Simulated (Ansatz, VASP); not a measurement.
# Cross-check of NiGe between VASP and Ansatz, part 2 of 2

Aim: how closely do two programs agree when they are given the same cell, functional and k mesh? The structure shown is the end of the Ansatz relaxation below.

VASP 6.6.1 and Ansatz 0.2.0.

So far: Set-up; Ansatz: relaxation, PBEsol; VASP: single point, PBEsol.

## Step 3: VASP: single point, PBEsol (continued)

Level of this step: PBEsol, no spin polarisation; plane waves and PAW (Ge_d, Ni) (VASP).

Numbers of over 12 decimals in the logs are rounded to 6 here.

Parts of OUTCAR (step 3):

```text
ion  position               nearest neighbor table
   1  0.309  0.750  0.084-   8 2.33   7 2.39   7 2.39   5 2.42   5 2.42   6 2.51   4 2.82   4 2.82

  LATTYP: Found a simple orthorhombic cell.
 ALAT       =     3.3995922328
 B/A-ratio  =     1.5531980712
 C/A-ratio  =     1.7371542925

 Subroutine GETGRP returns: Found  8 space group operations
 (whereof  2 operations were pure point group operations)

The static configuration has the point symmetry S_2 .
 The point group associated with its full space group is D_2h.

 Found    175 irreducible k-points:

   k-points           NKPTS =    175   k-points in BZ     NKDIM =    175   number of bands    NBANDS=     59

   dimension x,y,z NGX =    42 NGY =   28 NGZ =   48
   dimension x,y,z NGXF=    84 NGYF=   56 NGZF=   96

   ENCUT  =  600.0 eV  44.10 Ry    6.64 a.u.  10.55  6.79 11.79*2*pi/ulx,y,z

   NELECT =      96.0000    total number of electrons

 k-points in reciprocal lattice and weights: Automatic mesh
   0.00000000  0.00000000  0.00000000       0.001
   0.12500000  0.00000000  0.00000000       0.002
   0.25000000  0.00000000  0.00000000       0.002
   0.37500000  0.00000000  0.00000000       0.002
   0.50000000  0.00000000  0.00000000       0.001
   0.00000000  0.07692308  0.00000000       0.002
   0.12500000  0.07692308  0.00000000       0.005
   0.25000000  0.07692308  0.00000000       0.005
   0.37500000  0.07692308  0.00000000       0.005
[...]
0.37500000  0.46153846  0.50000000       0.005
   0.50000000  0.46153846  0.50000000       0.002

 average (electrostatic) potential at core
       1 -70.0399       2 -70.0399       3 -70.0399       4 -70.0399       5 -82.5799
       6 -82.5799       7 -82.5799       8 -82.5799

 E-fermi :   8.9590

 k-point     1 :       0.0000    0.0000    0.0000
  band No.  band energies     occupation
    ...
     44       7.0946      2.00000
     45       7.1869      2.00000
     46       7.7738      2.00000
     47       8.0840      2.00000
     48       8.2638      2.00000
     49       9.5710      0.00001
     50       9.7471      0.00000
     51      13.0201      0.00000
     52      13.0876      0.00000
     53      13.4735      0.00000
    ...

 k-point     2 :       0.1250    0.0000    0.0000
  band No.  band energies     occupation
    ...
     44       7.1015      2.00000
     45       7.2015      2.00000
     46       7.6847      2.00000
     47       8.1475      2.00000
     48       8.5079      1.99976
     49       9.7863      0.00000
     50      10.1607      0.00000
     51      12.9575      0.00000
     52      13.0866      0.00000
     53      13.3775      0.00000
    ...

 k-point     3 :       0.2500    0.0000    0.0000
  band No.  band energies     occupation
    ...
     43       7.1207      2.00000
     44       7.1431      2.00000
     45       7.2114      2.00000
     46       7.5285      2.00000
     47       8.3795      1.99998
     48       9.0749      0.17933
     49      10.3568      0.00000
     50      11.1588      0.00000
     51      12.4229      0.00000
     52      12.5871      0.00000
    ...

  Total        0.1515638      0.0502063     -2.1031123     -0.0000000      0.0000000      0.0000000
  in kB        2.2906590      0.7587925    -31.7853735     -0.0000000      0.0000000      0.0000000
  external PRESSURE =      -9.5786407 kB  Pullay stress =       0.0000000 kB

  energy-cutoff  :      600.00
  volume of cell :      106.01
      direct lattice vectors                 reciprocal lattice vectors
     5.280240099  0.000000000  0.000000000     0.189385327  0.000000000  0.000000000
     0.000000000  3.399592233  0.000000000     0.000000000  0.294152925  0.000000000
     0.000000000  0.000000000  5.905616240     0.000000000  0.000000000  0.169330339

 POSITION                                       TOTAL-FORCE (eV/Angst)
 -----------------------------------------------------------------------------------
      1.63231      2.54969      0.49629        -0.001716      0.000000      0.000875
      1.00781      0.84990      3.44909         0.001716     -0.000000      0.000875
      4.27243      2.54969      2.45652        -0.001716     -0.000000     -0.000875
      3.64793      0.84990      5.40933         0.001716     -0.000000     -0.000875
      0.02767      0.84990      1.13662         0.005056      0.000000      0.000526
      2.61245      2.54969      4.08943        -0.005056     -0.000000      0.000526
      2.66779      0.84990      1.81619         0.005056     -0.000000     -0.000526
      5.25257      2.54969      4.76899        -0.005056      0.000000     -0.000526
 -----------------------------------------------------------------------------------
    total drift:                                0.000000      0.000000      0.000000

  FREE ENERGIE OF THE ION-ELECTRON SYSTEM (eV)
  ---------------------------------------------------
  free  energy   TOTEN  =       -47.2611581884 eV

  energy  without entropy=      -47.2394891658  energy(sigma->0) =      -47.25032368

 total charge
# of ion       s       p       d       tot
------------------------------------------
    1        1.138   1.203  10.090  12.432
    2        1.138   1.203  10.090  12.432
    3        1.138   1.203  10.090  12.432
    4        1.138   1.203  10.090  12.432
    5        0.464   0.546   8.457   9.467
    6        0.464   0.546   8.457   9.467
    7        0.464   0.546   8.457   9.467
    8        0.464   0.546   8.457   9.467
--------------------------------------------------
tot          6.409   7.000  74.188  87.597

[... 3 further parts left out ...]
```

The run ends at a pressure of -0.96 GPa, with forces up to 0.0051 eV/Å.

## Step 4: Side by side

Known differences besides the potentials themselves: the data sets hold 128 valence electrons in Ansatz (on its PAW soft_1 files) and 96 in VASP; Ansatz makes its cores anew for this functional, VASP keeps those of its PBE data sets; Ansatz's pressure holds a Pulay correction, VASP's none. Total energies have different zeros and are not compared.

Both answers:

| quantity | Ansatz | VASP | difference |
| --- | --- | --- | --- |
| pressure (GPa) | -1.12 | -0.96 | -0.17 |

At this near-relaxed geometry the largest component of a force difference is 5 meV/Å.

## Step 5: Outcome

```json
{
 "difference in pressure (single point, PBEsol)": "-0.17 GPa"
}
```

What this shows: The difference in pressure is -0.17 GPa (single point, PBEsol), within the 1 GPa picked in this series as the mark of a large difference. The data sets hold unlike numbers of valence electrons (128 in Ansatz and 96 in VASP), so part of the differences comes from the potentials. Such differences can come from data sets, numerical settings and the points named under the comparisons, not from the functional's error against experiment.

[Lines on the potential files, build, host, timing and source positions are cut from VASP's logs without a mark.]

[Logs are printed without paths, hosts, clocks, repeated set-up lines and the standing remarks that a program may print on its own settings, such as how far it seeks lower states.]

[Hosts, paths, dates, database ids (printed as entryN), source tags and the programs' standing remarks are cut or masked in the printed files.]
